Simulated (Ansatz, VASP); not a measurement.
**Cross-check of CdC2 between VASP and Ansatz**

Aim: how closely do two programs agree when they are given the same cell, functional and k mesh? The cell is generated by rule, not measured, and may not be a known phase. The cell is taken from a series of runs on this material, whose earlier steps may have relaxed, scaled, displaced or heated it; both programs get it as it stands.

Method: plane waves, with VASP 6.6.1 beside it; relaxation of cell and atoms at PBE, in Ansatz 0.2.0.

The structure was built from a prototype and need not be the compound's stable phase.

## 1. The starting structure

Symmetry: Pc, No. 7, monoclinic system. Conventional cell: a = 3.964 Å, b = 3.964 Å, c = 7.125 Å, α = 90.00°, β = 123.81°, γ = 90.00°. Cd has 5 C at 2.22 to 2.62 Å nearest. C has 1 C at 1.25 Å and 2 Cd at 2.22 to 2.62 Å nearest. Nearest to C lie 1 C at 1.25 Å and 3 Cd at 2.23 to 2.62 Å. Farther neighbours are not listed.

As a file:

```cif
data_structure
_symmetry_space_group_name_H-M 'Pc'
_symmetry_Int_Tables_number 7
_cell_length_a 3.9643
_cell_length_b 3.9644
_cell_length_c 7.1250
_cell_angle_alpha 90.000
_cell_angle_beta 123.807
_cell_angle_gamma 90.000
_cell_volume 93.05
loop_
_atom_site_label
_atom_site_type_symbol
_atom_site_symmetry_multiplicity
_atom_site_Wyckoff_symbol
_atom_site_fract_x
_atom_site_fract_y
_atom_site_fract_z
_atom_site_occupancy
Cd1 Cd 2 a 0.50197 0.21742 0.01100 1
C1 C 2 a 0.10622 0.65663 0.95112 1
C2 C 2 a 0.87734 0.11970 0.44595 1
```

## 2. VASP: relaxation of cell and atoms, PBE

The relaxed volume is the usual yardstick between codes: in a stiff, nearly cubic crystal its relative difference is about their pressure difference at one cell divided by the bulk modulus.

Lines of VASP's logs that name or quote its potential files are left out, and so is its time.

INCAR reads:

```
SYSTEM = CdC2
PREC = Accurate
ENCUT = 600
EDIFF = 1E-07
NELM = 120
ISMEAR = 0
SIGMA = 0.01
LREAL = .FALSE.
ALGO = Normal
GGA = PE
NBANDS = 26
LORBIT = 11
LWAVE = .FALSE.
LCHARG = .FALSE.
ISIF = 3
IBRION = 2
NSW = 80
EDIFFG = -0.005
LASPH = .TRUE.
GGA_COMPAT = .FALSE.
NELMIN = 4
EFERMI = MIDGAP
KPAR = 2
```

POSCAR reads:

```
CdC2
1.0
    5.9203150000      0.0000000000      0.0000000000
    0.0000000000      3.9644500000      0.0000000000
    0.0000000000      0.0000000000      3.9643210000
Cd C
2 4
Direct
    0.0109973878      0.2174157828      0.5090319376
    0.5109973034      0.7825842172      0.0090318115
    0.9511243912      0.6566252570      0.8449018129
    0.4459489064      0.1196952919      0.5686058218
    0.9459488220      0.8803047081      0.0686056957
    0.4511244756      0.3433747430      0.3449016868
```

KPOINTS reads:

```
Automatic mesh
0
Gamma
4 6 6
0 0 0
```

PAW data sets: Cd and C (PBE family, release 64).

Launch:

```bash
$ mpirun -np 2 vasp_std
```

Numbers of over 12 decimals in the logs are rounded to 6 here.

Output:

```text
[banner, memory and clock lines left out]
running    2 mpi-ranks, on    1 nodes
 distrk:  each k-point on    1 cores,    2 groups
 distr:  one band on    1 cores,    1 groups

 POSCAR found type information on POSCAR CdC
 POSCAR found :  2 types and       6 ions
 LDA part: xc-table for (Slater+PW92), standard interpolation
 POSCAR, INCAR and KPOINTS ok, starting setup
 FFT: planning ... GRIDC
 FFT: planning ... GRID_SOFT
 FFT: planning ... GRID
 WAVECAR not read
 entering main loop
       N       E                     dE             d eps       ncg     rms          rms(c)
DAV:   1     0.275199491718E+03    0.27520E+03   -0.21945E+04  2912   0.162E+03
DAV:   2    -0.190488748212E+02   -0.29425E+03   -0.28513E+03  3086   0.371E+02
DAV:   3    -0.386149222014E+02   -0.19566E+02   -0.19416E+02  3588   0.929E+01
DAV:   4    -0.389183580350E+02   -0.30344E+00   -0.30251E+00  3336   0.120E+01
DAV:   5    -0.389223334535E+02   -0.39754E-02   -0.39736E-02  3462   0.142E+00    0.147E+01
DAV:   6    -0.323243259866E+02    0.65980E+01   -0.12103E+01  4156   0.470E+01    0.104E+01
DAV:   7    -0.322711193041E+02    0.53207E-01   -0.86476E+00  3302   0.168E+01    0.530E+00
DAV:   8    -0.322682777669E+02    0.28415E-02   -0.92903E-01  3332   0.805E+00    0.127E+00
DAV:   9    -0.322313574617E+02    0.36920E-01   -0.16886E-01  3372   0.376E+00    0.263E-01
DAV:  10    -0.322328198872E+02   -0.14624E-02   -0.13157E-02  3060   0.746E-01    0.181E-01
DAV:  11    -0.322330818984E+02   -0.26201E-03   -0.36644E-03  3520   0.440E-01    0.797E-02
DAV:  12    -0.322329060401E+02    0.17586E-03   -0.14486E-03  3500   0.286E-01    0.224E-02
DAV:  13    -0.322329102389E+02   -0.41988E-05   -0.88225E-05  3450   0.813E-02    0.880E-03
DAV:  14    -0.322329100926E+02    0.14637E-06   -0.93610E-06  3540   0.188E-02    0.463E-03
DAV:  15    -0.322329100066E+02    0.85946E-07   -0.93493E-07  3254   0.544E-03
   1 F= -.32232910E+02 E0= -.32232910E+02  d E =-.322329E+02
[... from here on, the cycles between the ionic steps are left out ...]
   2 F= -.32172401E+02 E0= -.32172401E+02  d E =0.605093E-01
   3 F= -.32234181E+02 E0= -.32234181E+02  d E =-.127058E-02
  30 F= -.32236441E+02 E0= -.32236441E+02  d E =-.116877E-04
  31 F= -.32236453E+02 E0= -.32236453E+02  d E =-.239169E-04
  32 F= -.32236458E+02 E0= -.32236458E+02  d E =-.288593E-04
  33 F= -.32236460E+02 E0= -.32236460E+02  d E =-.301198E-04
  34 F= -.32236462E+02 E0= -.32236462E+02  d E =-.259908E-05
  35 F= -.32236469E+02 E0= -.32236469E+02  d E =-.988364E-05
  36 F= -.32236482E+02 E0= -.32236482E+02  d E =-.222747E-04
  37 F= -.32236498E+02 E0= -.32236498E+02  d E =-.382707E-04
  38 F= -.32236495E+02 E0= -.32236495E+02  d E =-.353677E-04
  39 F= -.32236502E+02 E0= -.32236502E+02  d E =-.427366E-04
  40 F= -.32236500E+02 E0= -.32236500E+02  d E =0.200172E-05
 trial-energy change:    0.000002  1 .order    0.000002   -0.000006    0.000011
 step:   0.1488(harm=  0.1488)  dis= 0.00006  next Energy=   -32.236504 (dE=-0.117E-05)
 bond charge predicted
       N       E                     dE             d eps       ncg     rms          rms(c)
DAV:   1    -0.322365043987E+02   -0.41245E-05   -0.25138E-04  2912   0.110E-01    0.753E-03
DAV:   2    -0.322365040102E+02    0.38851E-06   -0.53544E-06  3672   0.222E-02    0.320E-03
DAV:   3    -0.322365038135E+02    0.19674E-06   -0.54035E-07  3172   0.496E-03    0.219E-03
DAV:   4    -0.322365036715E+02    0.14197E-06   -0.83652E-08  1502   0.270E-03    0.804E-04
DAV:   5    -0.322365036261E+02    0.45390E-07   -0.28661E-08  1474   0.198E-03
  41 F= -.32236504E+02 E0= -.32236504E+02  d E =-.128476E-05
 curvature:  -0.12 expect dE=-0.469E-06 dE for cont linesearch -0.656E-10
 trial: gam= 0.25124 g(F)=  0.273E-05 g(S)=  0.115E-05 ort =-0.118E-06 (trialstep = 0.353E+00)
 search vector abs. value=  0.543E-05
 reached required accuracy - stopping structural energy minimisation
```

Parts of OUTCAR (step 2):

```text
ion  position               nearest neighbor table
   1  0.011  0.217  0.509-   3 2.22   5 2.23   4 2.61   3 2.62   5 2.62   6 2.73
   2  0.511  0.783  0.009-   6 2.22   4 2.23   5 2.61   6 2.62   4 2.62   3 2.73
   3  0.951  0.657  0.845-   5 1.25   1 2.22   1 2.62   2 2.73
   4  0.446  0.120  0.569-   6 1.25   2 2.23   1 2.61   2 2.62
   5  0.946  0.880  0.069-   3 1.25   1 2.23   2 2.61   1 2.62
   6  0.451  0.343  0.345-   4 1.25   2 2.22   2 2.62   1 2.73

  LATTYP: Found a simple orthorhombic cell.
 ALAT       =     3.9643210000
 B/A-ratio  =     1.0000325403
 C/A-ratio  =     1.4933995002

 Subroutine GETGRP returns: Found  2 space group operations
 (whereof  1 operations were pure point group operations)

The static configuration has the point symmetry C_1 .
 The point group associated with its full space group is C_1h.

 Found     56 irreducible k-points:

   k-points           NKPTS =     56   k-points in BZ     NKDIM =     56   number of bands    NBANDS=     26

   dimension x,y,z NGX =    48 NGY =   32 NGZ =   32
   dimension x,y,z NGXF=    96 NGYF=   64 NGZF=   64

   ENCUT  =  600.0 eV  44.10 Ry    6.64 a.u.  11.82  7.92  7.92*2*pi/ulx,y,z

   NELECT =      40.0000    total number of electrons

 k-points in reciprocal lattice and weights: Automatic mesh
   0.00000000  0.00000000  0.00000000       0.007
   0.25000000  0.00000000  0.00000000       0.014
   0.50000000  0.00000000  0.00000000       0.007
   0.00000000  0.16666667  0.00000000       0.014
   0.25000000  0.16666667  0.00000000       0.028
   0.50000000  0.16666667  0.00000000       0.014
   0.00000000  0.33333333  0.00000000       0.014
   0.25000000  0.33333333  0.00000000       0.028
   0.50000000  0.33333333  0.00000000       0.014
[...]
0.25000000  0.50000000  0.50000000       0.014
   0.50000000  0.50000000  0.50000000       0.007

 average (electrostatic) potential at core
       1 -39.6450       2 -39.6450       3 -52.5516       4 -52.5189       5 -52.5189
       6 -52.5516

 E-fermi :   2.2071

 k-point     1 :       0.0000    0.0000    0.0000
  band No.  band energies     occupation
    ...
     16      -2.8253      2.00000
     17      -1.8424      2.00000
     18      -0.5137      2.00000
     19      -0.4577      2.00000
     20      -0.3154      2.00000
     21       4.1039      0.00000
     22       5.1288      0.00000
     23       6.2593      0.00000
     24       6.2639      0.00000
     25       6.6637      0.00000
    ...

 k-point     2 :       0.2500    0.0000    0.0000
  band No.  band energies     occupation
    ...
     16      -2.7868      2.00000
     17      -1.2653      2.00000
     18      -0.5555      2.00000
     19      -0.4762      2.00000
     20      -0.1764      2.00000
     21       4.2217      0.00000
     22       4.9371      0.00000
     23       6.1779      0.00000
     24       6.1797      0.00000
     25       6.7956      0.00000
    ...

 k-point     3 :       0.5000    0.0000    0.0000
  band No.  band energies     occupation
    ...
     16      -2.7453      2.00000
     17      -0.6532      2.00000
     18      -0.6532      2.00000
     19      -0.2898      2.00000
     20      -0.2898      2.00000
     21       4.5439      0.00000
     22       4.5439      0.00000
     23       6.1033      0.00000
     24       6.1034      0.00000
     25       7.1862      0.00000
    ...

  Total        0.0006814     -0.0064812     -0.0061613      0.0000000      0.0000000      0.0056048
  in kB        0.0117029     -0.1113145     -0.1058198      0.0000000      0.0000000      0.0962624
  external PRESSURE =      -0.0684771 kB  Pullay stress =       0.0000000 kB

  energy-cutoff  :      600.00
  volume of cell :       93.29
      direct lattice vectors                 reciprocal lattice vectors
     5.951006028  0.000000000  0.071567551     0.168063093  0.000000000 -0.002018789
     0.000000000  3.960461684  0.000000000     0.000000000  0.252495815  0.000000000
     0.047550809  0.000000000  3.958579980    -0.003038429  0.000000000  0.252652336

 POSITION                                       TOTAL-FORCE (eV/Angst)
 -----------------------------------------------------------------------------------
      0.08569      0.85957      2.00976         0.000317      0.002048     -0.000872
      3.03742      3.10090      0.06625         0.000317     -0.002048     -0.000872
      5.68859      2.59641      3.41370        -0.000819     -0.000070     -0.001413
      2.69657      0.47406      2.28784         0.000501     -0.003889      0.002285
      5.64830      3.48640      0.34433         0.000501      0.003889      0.002285
      2.68931      1.36406      1.39863        -0.000819      0.000070     -0.001413
 -----------------------------------------------------------------------------------
    total drift:                               -0.000777      0.000349     -0.000386

  FREE ENERGIE OF THE ION-ELECTRON SYSTEM (eV)
  ---------------------------------------------------
  free  energy   TOTEN  =       -32.2365036261 eV

  energy  without entropy=      -32.2365036261  energy(sigma->0) =      -32.23650363

 reached required accuracy - stopping structural energy minimisation

 total charge
# of ion       s       p       d       tot
------------------------------------------
    1        0.403   0.298   9.561  10.262
    2        0.403   0.298   9.561  10.262
    3        0.926   1.573   0.000   2.499
    4        0.925   1.578   0.000   2.503
    5        0.925   1.578   0.000   2.503
    6        0.926   1.573   0.000   2.499
--------------------------------------------------
tot          4.507   6.899  19.122  30.528

[... 3 further parts left out ...]
```

The run keeps the 2 symmetry operations of its start, so it cannot find a distortion of lower symmetry.

(Part 1 of 2 ends here.)

[Lines on the potential files, build, host, timing and source positions are cut from VASP's logs without a mark.]

[Logs are printed without paths, hosts, clocks, repeated set-up lines and the standing remarks that a program may print on its own settings, such as how far it seeks lower states.]

[Hosts, paths, dates, database ids (printed as entryN), source tags and the programs' standing remarks are cut or masked in the printed files.]
